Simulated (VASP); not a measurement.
Input:

```yaml
crystal:
  lattice:
    - [3.08873, 0.00000, 0.00000]
    - [-1.54437, 2.67492, 0.00000]
    - [0.00000, 0.00000, 9.77647]
  atoms:
    - { symbol: Zr, position: [0.00000, 0.00000, 0.00000] }
    - { symbol: Zr, position: [0.00000, 0.00000, 0.50000] }
    - { symbol: Al, position: [0.33333, 0.66667, 0.25000] }
    - { symbol: Al, position: [0.66667, 0.33333, 0.75000] }
```

Computed with PBE GGA, VASP's PBE PAW potentials (set 64) (plane waves; VASP 6.6.1). Settings: 400 eV cut-off, Gaussian smearing of 0.050 eV, potentials Zr_sv Al.

Question: Give the energies of bands 9 to 18 at the high-symmetry points, in eV from the Fermi level.

Answer: 
| band | Γ | M | K | A | L | H |
|---|---|---|---|---|---|---|
| 9 | -8.15 | -4.16 | -2.57 | -7.73 | -3.73 | -2.46 |
| 10 | -7.09 | -3.57 | -2.57 | -7.73 | -3.73 | -2.46 |
| 11 | -4.74 | -2.73 | -1.99 | -3.61 | -3.12 | -1.90 |
| 12 | -2.48 | -2.44 | -1.62 | -3.61 | -3.12 | -1.90 |
| 13 | -1.06 | -2.09 | -1.62 | -0.70 | -1.50 | -1.43 |
| 14 | -0.51 | -1.65 | -0.80 | -0.70 | -1.50 | -1.43 |
| 15 | 1.53 | -1.38 | -0.80 | 1.54 | -0.39 | -0.63 |
| 16 | 1.53 | 0.91 | -0.44 | 1.54 | -0.39 | -0.63 |
| 17 | 1.56 | 1.30 | 0.18 | 1.54 | 2.38 | 0.17 |
| 18 | 1.56 | 2.28 | 0.18 | 1.54 | 2.38 | 0.17 |

It has no gap at this level: it comes out as a metal or semimetal.

The structure was generated: ZrAl was put into the NiAs type type (P6_3/mmc), which need not be its known phase. It was relaxed first, which changed the volume by -36 %.
